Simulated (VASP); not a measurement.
# BiN (Pm-3m) in VASP: notebook

Runs on BiN. Level: PBEsol. Tasks: single point.

All numbers are computed with VASP 6.6.1; they aren't measurements. Logs are shortened: lines on timing, memory, paths and dates and some standing lists are left out, and cuts for length are marked.

### Step 1. Starting point

Symmetry: Pm-3m, No. 221, cubic system. The conventional cell has a = 3.154 Å, b = 3.154 Å, c = 3.154 Å, α = 90.00°, β = 90.00°, γ = 90.00°. Bi (site symmetry m-3m) has 8 N at 2.73 Å as nearest neighbours. N (site symmetry m-3m) has 8 Bi at 2.73 Å as nearest neighbours.

The cell comes from a database or a generator and needn't be the stable form of this composition.

### Step 2. Single point, PBEsol

Contents of INCAR:

```
SYSTEM = BiN
PREC     = Accurate       ! precision mode
ENCUT    = 520            ! plane-wave cutoff, eV
EDIFF    = 1E-6           ! SCF threshold, eV
ISMEAR   = 0              ! smearing method
SIGMA    = 0.05           ! smearing width, eV
LREAL    = .FALSE.        ! projectors in reciprocal space
LASPH    = .TRUE.         ! aspherical terms in the spheres
NELM     = 100            ! most SCF steps
ALGO     = Normal         ! electronic algorithm
ISIF     = 2              ! what is computed and relaxed
LWAVE    = .FALSE.        ! write WAVECAR
LCHARG   = .TRUE.         ! write CHGCAR
GGA      = PS             ! functional
LELF     = .TRUE.         ! ELF
LVHAR    = .TRUE.       
NBANDS   = 17             ! bands
```

Contents of KPOINTS:

```
regular mesh
0
G
  6 6 6
  0 0 0
```

Contents of POSCAR:

```
BiN
1.0
    3.1542020226      0.0000000000      0.0000000000
    0.0000000000      3.1542020226      0.0000000000
    0.0000000000      0.0000000000      3.1542020226
Bi N
1 1
Direct
    0.0000000000      0.0000000000      0.0000000000
    0.5000000000      0.5000000000      0.5000000000
```

Potentials or basis: VASP PAW PBE potentials, release 64 (Bi_d, N).

On the command line:

```sh
$ cat potpaw_PBE.64/Bi_d/POTCAR potpaw_PBE.64/N/POTCAR > POTCAR
$ mpirun -np 1 vasp_std > vasp.out
```

OUTCAR:

```text
SYSTEM = BiN
   PREC = Accurate
   ENCUT = 520
   EDIFF = 1E-6
   ISMEAR = 0
   LREAL = .FALSE.
   LASPH = .TRUE.
   NELM = 100
   ISIF = 2
   GGA = PS

 ion  position               nearest neighbor table
   1  0.000  0.000  0.000-   2 2.73   2 2.73   2 2.73   2 2.73   2 2.73   2 2.73   2 2.73   2 2.73

   2  0.500  0.500  0.500-   1 2.73   1 2.73   1 2.73   1 2.73   1 2.73   1 2.73   1 2.73   1 2.73

  LATTYP: Found a simple cubic cell.
 ALAT       =     3.1542020226

  Lattice vectors:

 A1 = (   3.1542020226,   0.0000000000,   0.0000000000)
 A2 = (   0.0000000000,   3.1542020226,   0.0000000000)
 A3 = (   0.0000000000,   0.0000000000,   3.1542020226)

Analysis of symmetry for initial positions (statically):
=====================================================================
 Subroutine PRICEL returns:
 Original cell was already a primitive cell.

 Routine SETGRP: Setting up the symmetry group for a
 simple cubic supercell.

 Subroutine GETGRP returns: Found 48 space group operations
 (whereof 48 operations were pure point group operations)
 out of a pool of 48 trial point group operations.

The static configuration has the point symmetry O_h .

Analysis of symmetry for dynamics (positions and initial velocities):
=====================================================================
 Subroutine PRICEL returns:
 Original cell was already a primitive cell.

 Routine SETGRP: Setting up the symmetry group for a
 simple cubic supercell.

 Subroutine GETGRP returns: Found 48 space group operations
 (whereof 48 operations were pure point group operations)
 out of a pool of 48 trial point group operations.

The dynamic configuration has the point symmetry O_h .

 Subroutine INISYM returns: Found 48 space group operations
 (whereof 48 operations are pure point group operations),
 and found     1 'primitive' translations

----------------------------------------------------------------------------------------

                                     Primitive cell

  volume of cell :      31.3811

  direct lattice vectors                    reciprocal lattice vectors
     3.154202023  0.000000000  0.000000000     0.317037397  0.000000000  0.000000000
     0.000000000  3.154202023  0.000000000     0.000000000  0.317037397  0.000000000
     0.000000000  0.000000000  3.154202023     0.000000000  0.000000000  0.317037397

  length of vectors
     3.154202023  3.154202023  3.154202023     0.317037397  0.317037397  0.317037397

  position of ions in fractional coordinates (direct lattice)
     0.000000000  0.000000000  0.000000000
     0.500000000  0.500000000  0.500000000

  ion indices of the primitive-cell ions
   primitive index   ion index
                 1           1
                 2           2

----------------------------------------------------------------------------------------

 KPOINTS: regular mesh

Automatic generation of k-mesh.
 Grid dimensions read from file:
 generate k-points for:    6    6    6

 Generating k-lattice:

  Cartesian coordinates                     Fractional coordinates (reciprocal lattice)
     0.052839566  0.000000000  0.000000000     0.166666667  0.000000000  0.000000000
     0.000000000  0.052839566  0.000000000     0.000000000  0.166666667  0.000000000
     0.000000000  0.000000000  0.052839566     0.000000000  0.000000000  0.166666667

  Length of vectors
     0.052839566  0.052839566  0.052839566

  Shift w.r.t. Gamma in fractional coordinates (k-lattice)
     0.000000000  0.000000000  0.000000000

 Subroutine IBZKPT returns following result:
 ===========================================

 Found     20 irreducible k-points:

 Following reciprocal coordinates:
            Coordinates               Weight
  0.000000  0.000000  0.000000      1.000000
  0.166667  0.000000  0.000000      6.000000
  0.333333  0.000000  0.000000      6.000000
  0.500000  0.000000  0.000000      3.000000
  0.166667  0.166667  0.000000     12.000000
  0.333333  0.166667  0.000000     24.000000
[... 12 lines left out ...]
  0.500000  0.500000  0.333333      6.000000
  0.500000  0.500000  0.500000      1.000000
   k-points           NKPTS =     20   k-points in BZ     NKDIM =     20   number of bands    NBANDS=     17
   number of dos      NEDOS =    301   number of ions     NIONS =      2
   total plane-waves  NPLWV =  13824
   dimension x,y,z NGX =    24 NGY =   24 NGZ =   24
   dimension x,y,z NGXF=    48 NGYF=   48 NGZF=   48
   ions per type =               1   1
   NGX,Y,Z   is equivalent  to a cutoff of  12.65, 12.65, 12.65 a.u.
   NGXF,Y,Z  is equivalent  to a cutoff of  25.30, 25.30, 25.30 a.u.
 SYSTEM =  BiN
   PREC   = accura    normal or accurate (medium, high low for compatibility)
   ISTART =      0    job   : 0-new  1-cont  2-samecut
   ICHARG =      2    charge: 1-file 2-atom 10-const
   ISPIN  =      1    spin polarized calculation?
   LNONCOLLINEAR =      F non collinear calculations
   LSORBIT =      F    spin-orbit coupling
   LASPH  =      T    aspherical Exc in radial PAW
   ENCUT  =  520.0 eV  38.22 Ry    6.18 a.u.   5.86  5.86  5.86*2*pi/ulx,y,z
   NELM   =    100;   NELMIN=  2; NELMDL= -5     # of ELM steps
   EDIFF  = 0.1E-05   stopping-criterion for ELM
   LREAL  =      F    real-space projection
   EDIFFG = 0.1E-04   stopping-criterion for IOM
   NSW    =      0    number of steps for IOM
   IBRION =     -1    ionic relax: 0-MD 1-quasi-New 2-CG
   NFREE  =      0    steps in history (QN), initial steepest desc. (CG)
   ISIF   =      2    stress and relaxation
   ISYM   =      2    0-nonsym 1-usesym 2-fastsym
   POTIM  = 0.5000    time-step for ionic-motion
   TEBEG  =    0.0;   TEEND  =   0.0 temperature during run
   PSTRESS=    0.0 pullay stress
   NELECT =      20.0000    total number of electrons
   NUPDOWN=      -1.0000    fix difference up-down
   EMIN   =  10.00;   EMAX   =-10.00  energy-range for DOS
   EFERMI =   0.00;   METHOD = LEGACY
   ISMEAR =     0;   SIGMA  =   0.05  broadening in eV -4-tet -1-fermi 0-gaus
   EFERMI_NEDOS =   21; number of points for ismear=-14 and -15
   IALGO  =     38    algorithm
   IMIX   =      4    mixing-type and parameters
     AMIX     =   0.40;   BMIX     =  1.00
     AMIX_MAG =   1.60;   BMIX_MAG =  1.00
  volume/ion in A,a.u.               =      15.69       105.89
  Fermi-wavevector in a.u.,A,eV,Ry     =   1.408841  2.662324 27.005293  1.984833
  Thomas-Fermi vector in A             =   2.530958
   LORBIT       =      0    0 simple, 1 ext, 2 COOP (PROOUT), +10 PAW based schemes
   GGA     = PS    functional components
   LHFCALC =     F    Hartree Fock is set to
   AEXX    =    0.0000 exact exchange contribution
   IVDW    =     0    specifies the selected vdW correction
   LEPSILON=     F    determine dielectric tensor
   LRPA    =     F    only Hartree local field effects (RPA)
 non-spin polarized calculation
 Gauss-broadening in eV      SIGMA  =   0.05
  energy-cutoff  :      520.00
  volume of cell :       31.38
 maximum number of plane-waves:       868
 NGX is ok and might be reduce to    24
   NGX = 11   NGY = 11   NGZ = 11

 number of electron      19.9999999 magnetization

 Free energy of the ion-electron system (eV)
  ---------------------------------------------------
  ext. energy  EPLUGINS =         0.00000000
  ---------------------------------------------------
  free energy    TOTEN  =       -10.45643030 eV

  energy without entropy =      -10.45373220  energy(sigma->0) =      -10.45508125

 E-fermi :   9.2840     XC(G=0): -11.9678

 val. band max:        9.2646185311   @ k =   0.3333   0.1667   0.0000
 cond. band min:       9.4105244979   @ k =   0.5000   0.5000   0.3333
 fundamental gap:      0.1459059668
 Fermi energy:         9.2840072720

 k-point     1 :       0.0000    0.0000    0.0000
  band No.  band energies     occupation
      1     -14.0658      2.00000
      2     -14.0658      2.00000
      3     -13.5836      2.00000
      4     -13.5836      2.00000
      5     -13.5836      2.00000
      6      -7.0693      2.00000
[... 9 lines left out ...]
     16      26.0640      0.00000
     17      26.1965      0.00000

 k-point     2 :       0.1667    0.0000    0.0000
  band No.  band energies     occupation
      1     -14.0607      2.00000
      2     -13.9791      2.00000
      3     -13.6140      2.00000
      4     -13.6140      2.00000
      5     -13.5810      2.00000
      6      -6.6756      2.00000
[... 9 lines left out ...]
     16      24.1006      0.00000
     17      25.6583      0.00000

 k-point     3 :       0.3333    0.0000    0.0000
  band No.  band energies     occupation
      1     -14.0505      2.00000
      2     -13.8066      2.00000
      3     -13.6740      2.00000
      4     -13.6740      2.00000
      5     -13.5759      2.00000
      6      -5.5284      2.00000
[... 9 lines left out ...]
     16      22.4592      0.00000
     17      25.9346      0.00000

 k-point     4 :       0.5000    0.0000    0.0000
  band No.  band energies     occupation
      1     -14.0454      2.00000
      2     -13.7208      2.00000
      3     -13.7038      2.00000
      4     -13.7038      2.00000
      5     -13.5734      2.00000
      6      -4.1959      2.00000
[... 9 lines left out ...]
     16      24.9794      0.00000
     17      25.4701      0.00000
[... 263 lines left out ...]
      1     -13.8221      2.00000
      2     -13.8079      2.00000
      3     -13.7680      2.00000
      4     -13.6274      2.00000
      5     -13.5315      2.00000
      6      -2.8290      2.00000
[... 9 lines left out ...]
     16      22.5913      0.00000
     17      28.5949      0.00000

 k-point    19 :       0.5000    0.5000    0.3333
  band No.  band energies     occupation
      1     -13.8557      2.00000
      2     -13.8040      2.00000
      3     -13.8040      2.00000
      4     -13.5782      2.00000
      5     -13.4777      2.00000
      6      -2.6614      2.00000
[... 9 lines left out ...]
     16      22.6326      0.00000
     17      29.5399      0.00000

 k-point    20 :       0.5000    0.5000    0.5000
  band No.  band energies     occupation
      1     -13.8428      2.00000
      2     -13.8428      2.00000
      3     -13.8428      2.00000
      4     -13.4758      2.00000
      5     -13.4758      2.00000
      6      -2.5813      2.00000
[... 9 lines left out ...]
     16      22.7264      0.00000
     17      28.8685      0.00000

------------------------ aborting loop because EDIFF is reached ----------------------------------------

  FORCE on cell =-STRESS in cart. coord.  units (eV):
  Direction    XX          YY          ZZ          XY          YZ          ZX
  --------------------------------------------------------------------------------------
  -------------------------------------------------------------------------------------
  Total       -0.3672108     -0.3672108     -0.3672108      0.0000000      0.0000000     -0.0000000
  in kB      -18.7481095    -18.7481095    -18.7481095      0.0000000      0.0000000     -0.0000000
  external PRESSURE =     -18.7481095 kB  Pullay stress =       0.0000000 kB

 VOLUME and BASIS-vectors are now :
 -----------------------------------------------------------------------------
  energy-cutoff  :      520.00
  volume of cell :       31.38
      direct lattice vectors                 reciprocal lattice vectors
     3.154202023  0.000000000  0.000000000     0.317037397  0.000000000  0.000000000
     0.000000000  3.154202023  0.000000000     0.000000000  0.317037397  0.000000000
     0.000000000  0.000000000  3.154202023     0.000000000  0.000000000  0.317037397

 POSITION                                       TOTAL-FORCE (eV/Angst)
 -----------------------------------------------------------------------------------
      0.00000      0.00000      0.00000         0.000000      0.000000      0.000000
      1.57710      1.57710      1.57710         0.000000      0.000000      0.000000
 -----------------------------------------------------------------------------------
    total drift:                                0.000000      0.000000     -0.000000

  FREE ENERGIE OF THE ION-ELECTRON SYSTEM (eV)
  ---------------------------------------------------
  free  energy   TOTEN  =       -10.4564302976 eV

  energy  without entropy=      -10.4537322037  energy(sigma->0) =      -10.45508125
```

Run time: 5.2 s. Hardware: 1 thread of Intel Xeon Platinum 8488C (Sapphire Rapids), shared host; peak memory 0.13 GiB.

Results:

| Quantity | Value |
| --- | --- |
| Free energy | -10.4564 eV |
| Pressure | -1.9 GPa |
| Band gap on the k mesh | none (metal or under the smearing width) |

Levels at points of the mesh, in eV from the Fermi level:
| k point | band 6 | band 7 | band 8 | band 9 | band 10 | band 11 | band 12 | band 13 | band 14 | band 15 |
| --- | --- | --- | --- | --- | --- | --- | --- | --- | --- | --- |
| (0.00, 0.00, 0.00) | -16.35 | -8.25 | -1.89 | -1.89 | -1.89 | 7.20 | 7.20 | 7.20 | 7.31 | 7.31 |
| (0.50, 0.00, 0.00) | -13.48 | -12.27 | -1.25 | -0.37 | -0.37 | 0.45 | 5.03 | 5.03 | 9.18 | 10.68 |
| (0.50, 0.50, 0.00) | -12.16 | -9.60 | -6.04 | -6.04 | -0.24 | 3.74 | 3.74 | 7.64 | 9.03 | 13.73 |
| (0.50, 0.50, 0.50) | -11.87 | -7.28 | -2.50 | -2.50 | -2.50 | -1.89 | -1.89 | -1.89 | 13.44 | 13.44 |

Caveat: the PAW data sets were made with another functional, which shifts forces and pressure a little; spin-orbit coupling is left out, which moves the levels of the heavy elements.

### Step 3. Single point, PBEsol

This run uses another cell than the first one, of 15.46 Å³/atom, 0.985 times its volume.

Contents of INCAR:

```
ALGO = Normal
EDIFF = 1E-6
ENCUT = 520
GGA = PS
ISIF = 2
ISMEAR = -1
LASPH = True
LCHARG = True
LELF = True
LREAL = False
LVHAR = True
LWAVE = False
NBANDS = 17
NELM = 100
PREC = Accurate
SIGMA = 0.15
```

Contents of KPOINTS:

```
k-points
0
Gamma
  14 14 14
```

Contents of POSCAR:

```
BiN
1.0
    3.1386000000      0.0000000000      0.0000000000
    0.0000000000      3.1386000000      0.0000000000
    0.0000000000      0.0000000000      3.1386000000
Bi N
1 1
Direct
    0.0000000000      0.0000000000      0.0000000000
    0.5000000000      0.5000000000      0.5000000000
```

Potentials or basis: VASP PAW PBE potentials, release 64 (Bi_d, N).

On the command line:

```sh
$ cat potpaw_PBE.64/Bi_d/POTCAR potpaw_PBE.64/N/POTCAR > POTCAR
$ mpirun -np 1 vasp_std > vasp.out
```

Wall time 19 s (1 thread of Intel Xeon Platinum 8488C (Sapphire Rapids), shared host); peak memory 0.18 GiB.

The run converged. Its results:

* Free energy: -10.4910 eV
* Pressure: 0.2 GPa
* Band gap on the k mesh: none (metal or under the smearing width)

Levels at points of the mesh, in eV from the Fermi level:
```csv
k point,band 7,band 8,band 9,band 10,band 11,band 12,band 13,band 14
"(0.00, 0.00, 0.00)",-8.27,-2.02,-2.02,-2.02,7.27,7.27,7.27,7.28
"(0.50, 0.00, 0.00)",-12.40,-1.28,-0.48,-0.48,0.40,5.05,5.05,9.09
"(0.50, 0.50, 0.00)",-9.64,-6.21,-6.21,-0.36,3.72,3.72,7.75,9.04
"(0.50, 0.50, 0.50)",-7.25,-2.64,-2.64,-2.64,-1.97,-1.97,-1.97,13.51
```

Caveat: the PAW data sets were made with another functional, which shifts forces and pressure a little; spin-orbit coupling is left out, which moves the levels of the heavy elements.
